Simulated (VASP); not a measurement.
Input for VASP

File KPOINTS:
```
Automatic mesh
0
Gamma
12 12 12
0 0 0
```

INCAR:
```
SYSTEM = Pd
PREC = Accurate
ENCUT = 400
EDIFF = 1E-6
NELM = 100
ALGO = Normal
LREAL = .FALSE.
LASPH = .TRUE.
ISMEAR = 1
SIGMA = 0.1
GGA = PE
LMAXMIX = 4
LWAVE = .FALSE.
LCHARG = .FALSE.
ISIF = 2
NBANDS = 3
```

POSCAR:
```
Pd
1
    0.0000000000     1.9450000000     1.9450000000
    1.9450000000     0.0000000000     1.9450000000
    1.9450000000     1.9450000000     0.0000000000
Pd
1
Direct
  0.0000000000   0.0000000000   0.0000000000
```

POTCAR, in this order: Pd (PBE.64 set). Program: vasp_std.

The run wrote:

**standard output**
```
 POSCAR found type information on POSCAR Pd
 POSCAR found :  1 types and       1 ions
 Reading from existing POTCAR
 Reading from existing POTCAR
 LDA part: xc-table for (Slater+PW92), standard interpolation

 -----------------------------------------------------------------------------
|                                                                             |
|     EEEEEEE  RRRRRR   RRRRRR   OOOOOOO  RRRRRR      ###     ###     ###     |
|     E        R     R  R     R  O     O  R     R     ###     ###     ###     |
|     E        R     R  R     R  O     O  R     R     ###     ###     ###     |
|     EEEEE    RRRRRR   RRRRRR   O     O  RRRRRR       #       #       #      |
|     E        R   R    R   R    O     O  R   R                               |
|     E        R    R   R    R   O     O  R    R      ###     ###     ###     |
|     EEEEEEE  R     R  R     R  OOOOOOO  R     R     ###     ###     ###     |
|                                                                             |
|     The number of bands is not sufficient to hold all electrons. I am       |
|     sorry, but this calculation does not make sense. If you want to         |
|     calculate only selected states, you need to set either EFERMI or        |
|     EREF. EREF specifies around which energy states are supposed to be      |
|     calculated.                                                             |
|     I found NBANDS = 3, NELECT = 10.                                        |
|                                                                             |
|       ---->  I REFUSE TO CONTINUE WITH THIS SICK JOB ... BYE!!! <----       |
|                                                                             |
 -----------------------------------------------------------------------------
```

Task: Read the log: what went wrong, and how is it fixed?

Result: The cause: NBANDS is too small to hold all electrons. VASP stops with an error: The number of bands is not sufficient to hold all electrons. I am sorry, but this calculation does not make sense. If you want to calculate only selected states, you need to set either EFERMI or EREF. EREF specifies around which energy states are supposed to be calculated. I found NBANDS = 3, NELECT = 10. ----> I REFUSE TO CONTINUE WITH THIS SICK JOB ... BYE!!! <---- To mend it, remove NBANDS.

The mended run (PBE GGA, plane waves, VASP's PBE PAW potentials (set 64)) converges, and its OSZICAR ends with
```
   1 F= -.52072356E+01 E0= -.52065368E+01  d E =-.209652E-02
```

The compound is Pd in the fcc structure. The cell was not relaxed at this level.
